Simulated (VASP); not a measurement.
Given:

```
CELL_PARAMETERS angstrom
      3.90031     0.00000     0.00000
     -1.95015     3.37776     0.00000
      0.00000     0.00000     6.43186
ATOMIC_POSITIONS crystal
  Si 0.66667 0.33333 0.87460
  Si 0.33333 0.66667 0.37460
  Ge 0.66667 0.33333 0.50040
  Ge 0.33333 0.66667 0.00040
```

Computed with PBEsol GGA, VASP's PBE PAW potentials (set 64) (plane waves; VASP). Settings: 400 eV cut-off, 6×6×3 Γ-centred mesh, Gaussian smearing of 0.050 eV, potentials Si Ge_d.

Task: Estimate the energy per atom (σ→0), band gap (on the k-mesh) with the smallest direct gap where there is one.

Result: 
| Property | Result |
|---|---|
| band gap (on the k-mesh) | 0.33 eV |
| smallest direct gap (on the k-mesh) | 0.39 eV |
| energy per atom (σ→0) | -5.304 eV/atom |

Only differences to runs with the same potentials and settings are physical.

The structure comes from a computed database's SiGe entry (P6_3mc); how it stands against other phases isn't given here. It was relaxed first. The start is the result of an earlier pass.
